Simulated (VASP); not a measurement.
Energy against volume of NiSi₂ (fluorite). Calculation: AM05 GGA, VASP's PBE PAW potentials (set 64) (plane waves; VASP). Numerical set-up: 520 eV cut-off, 10×10×10 Γ-centred mesh, first-order Methfessel-Paxton smearing of 0.10 eV, potentials Si Ni.

| V (Å³/atom) | E (eV/atom) |
|---|---|
| 12.633 | -6.16906 |
| 13.024 | -6.17427 |
| 13.414 | -6.16728 |
| 13.805 | -6.15003 |

Q: Fit these four points and predict the energy of the run at 12.242 Å³/atom.

A: A cubic in V^(−2/3), the third-order Birch-Murnaghan form, passes through the four points with V0 = 12.98 Å³/atom and B0 = 169 GPa, and gives -6.1493 eV/atom there. The run gave -6.1498 eV/atom, -0.5 meV/atom from the fit; all five points give B0 = 167 GPa.

The compound is NiSi2 in the fluorite structure. It was relaxed first. The run is not spin-polarised, so no magnetic state was tried.
